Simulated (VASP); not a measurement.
An input for Quantum ESPRESSO's pw.x (written as the equivalent of a VASP run, and not itself run):

```
&CONTROL
  calculation = 'scf'
  pseudo_dir = './pseudo'
  outdir = './out'
  tprnfor = .true.
  tstress = .true.
/
&SYSTEM
  ibrav = 0
  nat = 3
  ntyp = 2
  ecutwfc = 74
  occupations = 'tetrahedra'
  input_dft = 'vdw-df2'
/
&ELECTRONS
  conv_thr = 7.3e-09
  electron_maxstep = 100
/
ATOMIC_SPECIES
  Si 28.085 Si.upf
  W 183.840 W.upf
CELL_PARAMETERS angstrom
    -1.6479900    1.6479900    3.9973915
     1.6479900   -1.6479900    3.9973915
     1.6479900    1.6479900   -3.9973915
ATOMIC_POSITIONS crystal
  Si   0.6644654  0.6644654  0.0000000
  Si   0.3355346  0.3355346  0.0000000
  W    0.0000000  0.0000000  0.0000000
K_POINTS automatic
  15 15 15 0 0 0
```

**Question.** Write the VASP files for the same calculation (vdW-DF2).

**Answer.** This is not unique; one that fits is 
POSCAR:
```
WSi2
3.9973910
 -0.4122664115   0.4122664115   1.0000001182
  0.4122664115  -0.4122664115   1.0000001182
  0.4122664115   0.4122664115  -1.0000001182
Si W
2 1
Cart
 -0.0000000000   0.0000000000   1.3289308686
 -0.0000000000   0.0000000000   0.6710693677
  0.0000000000   0.0000000000   0.0000000000
```

**KPOINTS**
```
Regular mesh
0
gamma
15 15 15
0 0 0
```

### INCAR
```
AGGAC = 0.0
ALGO = Normal
EDIFF = 1E-7
ENCUT = 520
GGA = ML
ISIF = 2
ISMEAR = -5
LASPH = T
LCHARG = T
LEFG = T
LMAXMIX = 6
LORBIT = 11
LREAL = F
LUSE_VDW = T
LWAVE = F
NEDOS = 601
NELM = 100
PREC = Accurate
SYSTEM = WSi2
ZAB_VDW = -1.8867
```

POTCAR, in this order: Si W_sv (PBE.64 set). Program: vasp_std.

What does not carry over: the potentials are each code's own (VASP's PAW set, PseudoDojo norm-conserving files in pw.x), so ENCUT and ecutwfc are chosen apart and not converted; conv_thr bounds pw.x's estimated SCF error, while EDIFF bounds the energy change between steps; the field gradients of LEFG aren't asked of the other code.

The compound is WSi2 in the MoSi2 type structure. It was relaxed first, which changed the volume by +8 %.
